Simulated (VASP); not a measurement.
Input of a VASP 6.6.1 run:

The input INCAR:

```
PREC = Accurate ; ENCUT = 520
EDIFF = 1E-7 ; ISMEAR = -1
SIGMA = 0.1 ; LREAL = False
LASPH = True ; NELM = 100
ALGO = Fast ; ISIF = 2
LWAVE = False ; LCHARG = False
GGA = PE ; NBANDS = 44
```

KPOINTS

```
Automatic mesh
0
Gamma
  5 5 5
```

The input POSCAR:

```
B4CCl6O
1.0
    5.1531663997      2.9751820081      2.3403387048
   -5.1531663997      2.9751820081      2.3403387048
    0.0000000000     -5.9503640161      2.3403387048
B C O Cl
4 1 1 6
Direct
    0.2997261340      0.2997261340      0.2997261340
    0.3212753554      0.3212753554      0.0497444846
    0.0497444846      0.3212753554      0.3212753554
    0.3212753554      0.0497444846      0.3212753554
    0.5113616578      0.5113616578      0.5113616578
    0.6730054161      0.6730054161      0.6730054161
    0.1069259939      0.1069259939      0.7592264490
    0.7592264490      0.1069259939      0.1069259939
    0.1069259939      0.7592264490      0.1069259939
    0.5619872470      0.5619872470      0.0742586658
    0.0742586658      0.5619872470      0.5619872470
    0.5619872470      0.0742586658      0.5619872470
```

Potentials or basis: VASP PAW PBE potentials, release 64 (B, C, O, Cl).

Launch:

```console
$ cat potpaw_PBE.64/B/POTCAR potpaw_PBE.64/C/POTCAR potpaw_PBE.64/O/POTCAR potpaw_PBE.64/Cl/POTCAR > POTCAR
$ mpirun -np 1 vasp_std > vasp.out
```

(1) Estimate the band gap on the k mesh.

(2) Predict the largest force.

(3) Estimate the pressure.

Answers

(1) 3.89 eV, indirect (least direct gap 3.93 eV).

(2) 0.984 eV/Å.

(3) 5.0 GPa.

Caveat: the standard files for N, O and F lose accuracy on very short bonds; an odd mesh through Γ misses points on the zone boundary, where band edges often lie.
